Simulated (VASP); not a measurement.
Input:

```xyz
2
Lattice="1.6200 -2.8060 0.0000 1.6200 2.8060 0.0000 0.0000 0.0000 5.0044" Properties=species:S:1:pos:R:3 pbc="T T T"
Sc     1.6200     0.9353     1.2511
Sc     1.6200    -0.9353     3.7533
```

The numbers are results of PBE GGA, VASP's PBE PAW potentials (set 64) (plane waves; VASP), not measurements. Numerical set-up: 500 eV cut-off, 13×13×7 Γ-centred mesh, first-order Methfessel-Paxton smearing of 0.10 eV, potentials Sc_sv.

Energy and stress use the plane-wave basis of the starting cell.

Task: The ions, cell shape and volume at an external pressure of 10.0 GPa are relaxed. Predict the relaxed structure.

Result: 
```xyz
2
Lattice="1.5854 -2.7460 0.0000 1.5854 2.7460 0.0000 0.0000 0.0000 4.8973" Properties=species:S:1:pos:R:3 pbc="T T T"
Sc     1.5854     0.9153     1.2243
Sc     1.5854    -0.9153     3.6730
```
Space group P6_3/mmc (194), at a tolerance of 0.03 Å.

Task: How do energy and volume change from the first to the last step?

Result: The energy (σ→0) changes by +66.3 meV/atom and the volume by -6.3 %, in 4 ionic steps.

The compound is Sc in the hcp structure. This run relaxes it under an external pressure of 10 GPa. Symmetry was kept, so distortions that lower it aren't found.
